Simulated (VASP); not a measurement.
An input for Ansatz (written as the equivalent of a VASP run, and not itself run):

Ansatz 0.2 input:
```yaml
crystal:
  lattice:
    - [-1.4350000, 1.4350000, 1.4350000]
    - [1.4350000, -1.4350000, 1.4350000]
    - [1.4350000, 1.4350000, -1.4350000]
  atoms:
    - { symbol: Fe, position: [0.0000000, 0.0000000, 0.0000000], spin: 2.5 }
kpoints:
  mp_grid: { grid: [2, 2, 2] }
hamiltonian:
  xc: hse06
  pseudopotentials: { kind: paw }
magnetization: { spin_polarized: true }
scf:
  occupations: { method: methfessel_paxton, width: 0.1 }
  max_iter: 100
output: { forces: true, stress: true, eigenvalues: true }
```

### Question
Write the VASP files for the same calculation (HSE06).

### Answer
One answer among several that fit: 
**KPOINTS**
```
K-points
0
gamma
2 2 2
0 0 0
```

INCAR:
```
! general
SYSTEM  =Fe
PREC    =Accurate
ENCUT   =400
LREAL   =.FALSE.
LASPH   =.TRUE.
ISYM    =3

! electronic loop
EDIFF   =1E-6
NELM    =100   ! most electronic steps
ALGO    =Normal   ! blocked Davidson
LMAXMIX =4   ! l cut-off of mixed one-centre charges

! smearing
ISMEAR  =1   ! Methfessel-Paxton
SIGMA   =0.1   ! width (eV)

! functional
GGA     =PE   ! PBE
LHFCALC =.TRUE.
AEXX    =0.25
HFSCREEN=0.2   ! 1/Angstrom
PRECFOCK=Fast

! spin
ISPIN   =2   ! spin-polarised
MAGMOM  =2.5

! ions
ISIF    =2

! output
LWAVE   =.FALSE.
LCHARG  =.FALSE.
LORBIT  =10
```

POSCAR:
```
Fe
1
   -1.4350000000     1.4350000000     1.4350000000
    1.4350000000    -1.4350000000     1.4350000000
    1.4350000000     1.4350000000    -1.4350000000
Fe
1
Direct
  0.0000000000   0.0000000000   0.0000000000
```

POTCAR, in this order: Fe (PBE.64 set). Program: vasp_std.

The two are equivalent in intent, not identical: each code has its own PAW files, so the cut-off isn't converted (ENCUT is set for VASP's; basis.ecutwfc is left out, and Ansatz then takes the one that its files recommend); Ansatz stops its SCF on the density residual and VASP on the energy change (EDIFF); Ansatz's hse06 screens at 0.11 per bohr (0.208 per Å), slightly more than HFSCREEN = 0.2.

The compound is Fe in the bcc structure. The cell was not relaxed at this level. The k-mesh is coarse (spacing up to 1.55 per Å, 2π included), so the numbers may not be converged in it.
